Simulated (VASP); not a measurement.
Method: optB88-vdW, VASP's PBE PAW potentials (set 64) (plane waves; VASP).

A VASP calculation is set up with these files.

KPOINTS:
```
Automatic mesh
0
Gamma
12 12 7
0 0 0
```

### POSCAR
```
Tl
1
    1.7988296205    -3.1156644102     0.0000000000
    1.7988296205     3.1156644102     0.0000000000
    0.0000000000     0.0000000000     5.6503351361
Tl
2
Direct
  0.3333330000   0.6666670000   0.2500000000
  0.6666670000   0.3333330000   0.7500000000
```

INCAR:
```
SYSTEM = Tl
PREC = Accurate
ENCUT = 520
EDIFF = 1E-7
NELM = 100
ALGO = Normal
LREAL = .FALSE.
LASPH = .TRUE.
ISMEAR = 1
SIGMA = 0.1
GGA = BO
PARAM1 = 0.1833333333
PARAM2 = 0.22
LUSE_VDW = .TRUE.
AGGAC = 0.0
LMAXMIX = 4
LWAVE = .FALSE.
LCHARG = .FALSE.
ISIF = 4
IBRION = 2
NSW = 30
EDIFFG = -0.01
```

POTCAR, in this order: Tl_d (PBE.64 set). Program: vasp_std.

What VASP printed:

OUTCAR:
```
 ion  position               nearest neighbor table
   1  0.333  0.667  0.250-   2 3.51   2 3.51   2 3.51   2 3.51   2 3.51   2 3.51
   2  0.667  0.333  0.750-   1 3.51   1 3.51   1 3.51   1 3.51   1 3.51   1 3.51
  LATTYP: Found a hexagonal cell.
 ALAT       =     3.5976593392
 C/A-ratio  =     1.5705586893
 Subroutine PRICEL returns:
 Original cell was already a primitive cell.
 Subroutine GETGRP returns: Found 24 space group operations
The static configuration has the point symmetry D_3d.
 The point group associated with its full space group is D_6h.
The dynamic configuration has the point symmetry D_3d.
 Subroutine INISYM returns: Found 24 space group operations
 Subroutine IBZKPT returns following result:
 Found     76 irreducible k-points:

 Following reciprocal coordinates:
            Coordinates               Weight
  0.000000  0.000000  0.000000      1.000000
  0.083333  0.000000  0.000000      6.000000
  0.166667  0.000000  0.000000      6.000000
  0.250000 -0.000000  0.000000      6.000000
  0.333333  0.000000  0.000000      6.000000
  0.416667  0.000000  0.000000      6.000000
  0.500000 -0.000000  0.000000      3.000000
...
```

**OSZICAR**
```
       N       E                     dE             d eps       ncg     rms          rms(c)
DAV:   1     0.130659419394E+03    0.13066E+03   -0.14228E+04  2600   0.142E+03
DAV:   2     0.381636952129E+01   -0.12684E+03   -0.12532E+03  2735   0.288E+02
DAV:   3     0.166615754936E+01   -0.21502E+01   -0.21405E+01  3094   0.334E+01
DAV:   4     0.165261015719E+01   -0.13547E-01   -0.13543E-01  2896   0.262E+00
DAV:   5     0.165244384151E+01   -0.16632E-03   -0.16632E-03  2985   0.302E-01    0.210E+00
DAV:   6     0.168780928801E+01    0.35365E-01   -0.70864E-02  2757   0.214E+00    0.150E+00
DAV:   7     0.169426429182E+01    0.64550E-02   -0.25259E-02  2673   0.126E+00    0.615E-01
DAV:   8     0.169474541185E+01    0.48112E-03   -0.12117E-03  2779   0.306E-01    0.273E-02
DAV:   9     0.169474216315E+01   -0.32487E-05   -0.86007E-06  3155   0.256E-02    0.804E-03
DAV:  10     0.169473919528E+01   -0.29679E-05   -0.36383E-06  2710   0.153E-02    0.986E-04
DAV:  11     0.169473910694E+01   -0.88338E-07   -0.60312E-08  1775   0.182E-03
   1 F= 0.16947391E+01 E0= 0.16946392E+01  d E =0.169474E+01
       N       E                     dE             d eps       ncg     rms          rms(c)
DAV:   1     0.167504464530E+01   -0.19695E-01   -0.75359E-01  2629   0.674E+00    0.564E-01
DAV:   2     0.168591640568E+01    0.10872E-01   -0.70327E-03  2669   0.904E-01    0.346E-01
DAV:   3     0.169172385899E+01    0.58075E-02   -0.11163E-02  2663   0.106E+00    0.395E-02
DAV:   4     0.169169329194E+01   -0.30567E-04   -0.63802E-04  2676   0.232E-01    0.227E-02
DAV:   5     0.169169055534E+01   -0.27366E-05   -0.75810E-06  3039   0.249E-02    0.369E-03
DAV:   6     0.169169129771E+01    0.74237E-06   -0.14711E-06  2695   0.128E-02    0.682E-04
DAV:   7     0.169169128380E+01   -0.13911E-07   -0.87498E-08  1524   0.293E-03
   2 F= 0.16916913E+01 E0= 0.16916069E+01  d E =-.304782E-02
       N       E                     dE             d eps       ncg     rms          rms(c)
DAV:   1     0.165239321476E+01   -0.39298E-01   -0.17042E+00  2625   0.101E+01    0.848E-01
DAV:   2     0.167661231307E+01    0.24219E-01   -0.15496E-02  2661   0.133E+00    0.520E-01
DAV:   3     0.168960203180E+01    0.12990E-01   -0.24692E-02  2680   0.159E+00    0.600E-02
DAV:   4     0.168954146329E+01   -0.60569E-04   -0.14082E-03  2643   0.347E-01    0.336E-02
DAV:   5     0.168953519233E+01   -0.62710E-05   -0.16932E-05  3074   0.376E-02    0.644E-03
DAV:   6     0.168953697351E+01    0.17812E-05   -0.37781E-06  2673   0.205E-02    0.107E-03
DAV:   7     0.168953692792E+01   -0.45593E-07   -0.21314E-07  2321   0.453E-03
   3 F= 0.16895369E+01 E0= 0.16894136E+01  d E =-.520218E-02
       N       E                     dE             d eps       ncg     rms          rms(c)
DAV:   1     0.168745522706E+01   -0.20817E-02   -0.92115E-02  2624   0.236E+00    0.197E-01
DAV:   2     0.168876199850E+01    0.13068E-02   -0.83336E-04  2651   0.320E-01    0.121E-01
DAV:   3     0.168946275417E+01    0.70076E-03   -0.13419E-03  2675   0.376E-01    0.140E-02
DAV:   4     0.168945955714E+01   -0.31970E-05   -0.78606E-05  2637   0.826E-02    0.783E-03
DAV:   5     0.168945913663E+01   -0.42051E-06   -0.98554E-07  2955   0.934E-03    0.176E-03
DAV:   6     0.168945931522E+01    0.17859E-06   -0.29691E-07  2054   0.602E-03    0.278E-04
DAV:   7     0.168945931514E+01   -0.73669E-10   -0.22520E-08  1308   0.145E-03
   4 F= 0.16894593E+01 E0= 0.16893091E+01  d E =-.527979E-02
```

**OUTCAR**
```
------------------------ aborting loop because EDIFF is reached ----------------------------------------
  FORCE on cell =-STRESS in cart. coord.  units (eV):
  Direction    XX          YY          ZZ          XY          YZ          ZX
  --------------------------------------------------------------------------------------
  Total       -0.3305634     -0.3305635     -0.3291142      0.0000000      0.0000000      0.0000000
  in kB       -8.3621987     -8.3621993     -8.3255370      0.0000000      0.0000000      0.0000000
  external PRESSURE =      -8.3499784 kB  Pullay stress =       0.0000000 kB
  volume of cell :       63.34
      direct lattice vectors                 reciprocal lattice vectors
     1.818643787 -3.149983551  0.000000000     0.274930145 -0.158730988  0.000000000
     1.818643787  3.149983551 -0.000000000     0.274930145  0.158730988 -0.000000000
     0.000000000  0.000000000  5.527884780     0.000000000  0.000000000  0.180901021
 POSITION                                       TOTAL-FORCE (eV/Angst)
 -----------------------------------------------------------------------------------
      1.81864      1.05000      1.38197         0.000000      0.000000      0.000000
      1.81864     -1.05000      4.14591        -0.000000     -0.000000     -0.000000
 -----------------------------------------------------------------------------------
    total drift:                               -0.000000      0.000485      0.000010
  FREE ENERGIE OF THE ION-ELECTRON SYSTEM (eV)
  ---------------------------------------------------
  free  energy   TOTEN  =         1.6894593151 eV

  energy  without entropy=        1.6890087956  energy(sigma->0) =        1.68930914

 reached required accuracy - stopping structural energy minimisation
```
(Selected blocks of OUTCAR.)

File CONTCAR:
```
Tl
   1.00000000000000
     1.8186437867129814   -3.1499835508930407    0.0000000000000000
     1.8186437867129814    3.1499835508930407   -0.0000000000000000
     0.0000000000000000    0.0000000000000000    5.5278847804780771
  Tl
     2
Direct
     0.3333330000000032    0.6666669999999968    0.2500000000000000
     0.6666669999999968    0.3333330000000032    0.7500000000000000
```

The compound is Tl in the hcp structure. This cell is one point of a volume scan, at 1.03 of the reference volume. Symmetry was kept, so distortions that lower it aren't found.
